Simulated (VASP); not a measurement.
Level of theory: PBE GGA, VASP's PBE PAW potentials (set 64) (plane waves; VASP).

VASP input:

KPOINTS:
```
kpoints
0
G
11 11 11
0 0 0
```

### POSCAR
```
TiCo
3.0244450
  0.9956940860   0.0000000000   0.0000000000
  0.0000000000   0.9977830643   0.0000000000
  0.0000000000   0.0000000000   1.0000000000
Ti Co
1 1
Cartesian
  0.0000000000   0.0000000000   0.0000000000
  0.5286139903   0.4988915322   0.5000000000
```

**INCAR**
```
SYSTEM = TiCo
PREC = Accurate; ENCUT = 400; LREAL = .FALSE.
LASPH = .TRUE.
EDIFF = 1E-6; NELM = 100; ALGO = Normal
LMAXMIX = 4
ISMEAR = 1; SIGMA = 0.02
GGA = PE
ISIF = 2
LWAVE = .FALSE.; LCHARG = .FALSE.
```

POTCAR, in this order: Ti_sv Co (PBE.64 set). Program: vasp_std.

Output of the run:

**OUTCAR**
```
 ion  position               nearest neighbor table
   1  0.000  0.000  0.000-   2 2.56   2 2.56   2 2.56   2 2.56   2 2.67   2 2.67   2 2.67   2 2.67
  LATTYP: Found a simple orthorhombic cell.
 ALAT       =     3.0114220000
 B/A-ratio  =     1.0020980122
 C/A-ratio  =     1.0043245351
 Subroutine PRICEL returns:
 Original cell was already a primitive cell.
 Subroutine GETGRP returns: Found  4 space group operations
The static configuration has the point symmetry C_2v.
The dynamic configuration has the point symmetry C_2v.
 Subroutine INISYM returns: Found  4 space group operations
 Subroutine IBZKPT returns following result:
 Found    216 irreducible k-points:

 Following reciprocal coordinates:
            Coordinates               Weight
  0.000000  0.000000  0.000000      1.000000
  0.090909  0.000000  0.000000      2.000000
  0.181818  0.000000  0.000000      2.000000
  0.272727  0.000000  0.000000      2.000000
  0.363636  0.000000  0.000000      2.000000
  0.454545  0.000000  0.000000      2.000000
  0.000000  0.090909  0.000000      2.000000
  0.090909  0.090909  0.000000      4.000000
...
```

### OSZICAR
```
       N       E                     dE             d eps       ncg     rms          rms(c)
DAV:   1     0.134222472106E+03    0.13422E+03   -0.89588E+03  6048   0.157E+03
DAV:   2    -0.100195172902E+02   -0.14424E+03   -0.14178E+03  6180   0.376E+02
DAV:   3    -0.177759555819E+02   -0.77564E+01   -0.77023E+01  9456   0.981E+01
DAV:   4    -0.179911985487E+02   -0.21524E+00   -0.21465E+00  7160   0.138E+01
DAV:   5    -0.180000432975E+02   -0.88447E-02   -0.88445E-02  9144   0.256E+00    0.125E+01
DAV:   6    -0.158364388987E+02    0.21636E+01   -0.12880E+01  8192   0.536E+01    0.527E+00
DAV:   7    -0.192002596749E+02   -0.33638E+01   -0.30951E+01 10706   0.491E+01    0.266E+01
DAV:   8    -0.155614031486E+02    0.36389E+01   -0.21216E+01  9476   0.419E+01    0.173E+00
DAV:   9    -0.156010123529E+02   -0.39609E-01   -0.28509E-01  7382   0.486E+00    0.188E+00
DAV:  10    -0.155866657046E+02    0.14347E-01   -0.79811E-02  9194   0.350E+00    0.563E-01
DAV:  11    -0.155844538877E+02    0.22118E-02   -0.57674E-03  8132   0.826E-01    0.369E-01
DAV:  12    -0.155834671802E+02    0.98671E-03   -0.28938E-03  8842   0.476E-01    0.116E-01
DAV:  13    -0.155833601699E+02    0.10701E-03   -0.23579E-04  8102   0.137E-01    0.655E-02
DAV:  14    -0.155833285822E+02    0.31588E-04   -0.11056E-04  9536   0.902E-02    0.133E-02
DAV:  15    -0.155833265286E+02    0.20536E-05   -0.13790E-05  7356   0.416E-02    0.323E-03
DAV:  16    -0.155833266576E+02   -0.12893E-06   -0.68335E-07  3718   0.821E-03
   1 F= -.15583327E+02 E0= -.15583324E+02  d E =-.763152E-05
```

### OUTCAR
```
------------------------ aborting loop because EDIFF is reached ----------------------------------------
  FORCE on cell =-STRESS in cart. coord.  units (eV):
  Direction    XX          YY          ZZ          XY          YZ          ZX
  --------------------------------------------------------------------------------------
  Total       -1.4250755     -1.3374802     -1.3641494      0.0000000      0.0000000      0.0000000
  in kB      -83.0709813    -77.9648443    -79.5194568      0.0000000      0.0000000      0.0000000
  external PRESSURE =     -80.1850941 kB  Pullay stress =       0.0000000 kB
  volume of cell :       27.49
      direct lattice vectors                 reciprocal lattice vectors
     3.011422000  0.000000000  0.000000000     0.332069036  0.000000000  0.000000000
     0.000000000  3.017740000  0.000000000     0.000000000  0.331373810  0.000000000
     0.000000000  0.000000000  3.024445000     0.000000000  0.000000000  0.330639175
 POSITION                                       TOTAL-FORCE (eV/Angst)
 -----------------------------------------------------------------------------------
      0.00000      0.00000      0.00000         0.316440      0.000000      0.000000
      1.59876      1.50887      1.51222        -0.316440      0.000000      0.000000
 -----------------------------------------------------------------------------------
    total drift:                                0.000352      0.000000      0.000008
  FREE ENERGIE OF THE ION-ELECTRON SYSTEM (eV)
  ---------------------------------------------------
  free  energy   TOTEN  =       -15.5833266576 eV

  energy  without entropy=      -15.5833190261  energy(sigma->0) =      -15.58332411
```
(Selected blocks of OUTCAR.)

OUTCAR:
```
 val. band max:        9.4698903912   @ k =   0.0909   0.0909   0.3636

 cond. band min:       9.4754064109   @ k =   0.4545   0.1818   0.4545


 Fermi energy:         9.4702697727

 k-point     1 :       0.0000    0.0000    0.0000
  band No.  band energies     occupation
      1     -47.7677      2.00000
      2     -23.8789      2.00000
      3     -23.8781      2.00000
      4     -23.8760      2.00000
      5       1.9963      2.00000
      6       5.9143      2.00000
      7       5.9559      2.00000
      8       8.0938      2.00000
      9       8.1316      2.00000
     10       8.1428      2.00000
     11      10.1868      0.00000
     12      10.2711      0.00000
     13      12.0596      0.00000
     14      12.0619      0.00000

 k-point     2 :       0.0909    0.0000    0.0000
  band No.  band energies     occupation
      1     -47.7651      2.00000
      2     -23.9000      2.00000
      3     -23.8772      2.00000
      4     -23.8744      2.00000
      5       2.1565      2.00000
      6       5.9847      2.00000
      7       6.0246      2.00000
      8       8.1199      2.00000
      9       8.1223      2.00000
     10       8.1310      2.00000
     11      10.1918      0.00000
     12      10.2202      0.00000
     13      11.8495      0.00000
     14      11.8545      0.00000

 k-point     3 :       0.1818    0.0000    0.0000
  band No.  band energies     occupation
      1     -47.7594      2.00000
      2     -23.9583      2.00000
      3     -23.8729      2.00000
      4     -23.8700      2.00000
      5       2.6210      2.00000
      6       6.1886      2.00000
      7       6.1992      2.00000
      8       8.0907      2.00000
      9       8.1015      2.00000
     10       8.2006      2.00000
     11       9.9665      0.00000
     12      10.2831      0.00000
     13      11.3569      0.00000
     14      11.3668      0.00000

 k-point     4 :       0.2727    0.0000    0.0000
  band No.  band energies     occupation
...
```

The compound is TiCo in the CsCl type structure. The cell was not relaxed at this level, atoms are displaced from their ideal sites. The run is one of a series of settings (SIGMA = 0.02 against the base run), some of them coarse on purpose. The run is not spin-polarised, so no magnetic state was tried. The electron count is odd and the run is not spin-polarised, which forces a metal.
